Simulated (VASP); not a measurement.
Wanted: the native input for a VASP 6.6.1 run.

```yaml
Task: relaxation of cell and atoms
Functional: PBE
Potentials_or_basis: VASP PAW PBE potentials, release 64 (Ge_d, B, C)
Cutoff: 520 eV
k_mesh: 10 × 8 × 6
Occupations: gaussian, width 0.1 eV
Spin: no spin polarisation
Further_INCAR_settings: ALGO = Normal; EDIFF = 1e-06; IBRION = 2; EDIFFG = -0.01; NSW = 90; ISIF = 3
```

The structure of GeB2C2 lies in POSCAR:

```
GeB2C2
1.0
    2.7700000000      0.0000000000      0.0000000000
    0.0000000000      4.1220000000      0.0000000000
    0.0000000000      0.0000000000      4.6890000000
Ge B C
1 2 2
Direct
    0.0000000000      0.0000000000      0.9850714400
    0.5000000000      0.5000000000      0.8313073100
    0.0000000000      0.5000000000      0.3390914900
    0.0000000000      0.5000000000      0.6728513500
    0.5000000000      0.5000000000      0.1714651300
```

The cell was built by a generator and needn't be a form met in nature.

One way to write it, as run:

INCAR

```
  PREC = Accurate
  ENCUT = 520
  EDIFF = 1E-6
  ISMEAR = 0
  SIGMA = 0.1
  LREAL = False
  LASPH = True
  NELM = 120
  ALGO = Normal
  ISIF = 3
  LWAVE = False
  LCHARG = False
  GGA = PE
  IBRION = 2
  NSW = 90
  EDIFFG = -0.01
  KPAR = 4
```

KPOINTS

```
Automatic mesh
0
Gamma
  10 8 6
```

Potentials or basis: VASP PAW PBE potentials, release 64 (Ge_d, B, C).

Launch:

```sh
$ cat potpaw_PBE.64/Ge_d/POTCAR potpaw_PBE.64/B/POTCAR potpaw_PBE.64/C/POTCAR > POTCAR
$ mpirun -np 4 vasp_std > vasp.out
```

It gave:

```yaml
Relaxed_volume: 10.88 Å³/atom
Relaxed_cell: a = 2.766 Å, b = 4.193 Å, c = 4.692 Å, α = 90.00°, β = 90.00°, γ = 90.00°
Space_group_after_relaxing_to_0.05_Å: Pmm2 (No. 25)
Energy_gained_by_relaxing: 1.9 meV/atom
Ionic_steps: 25
Pressure_after_relaxing: 0.1 GPa
Largest_force_after_relaxing: 0.008 eV/Å
Band_gap_on_the_k_mesh: none (metal or under the smearing width)
```

Wall time 9.9 min on 4 MPI ranks on AMD EPYC 7R43 64-Core Processor (Zen 3), on a shared host, peak memory 0.24 GiB a rank.
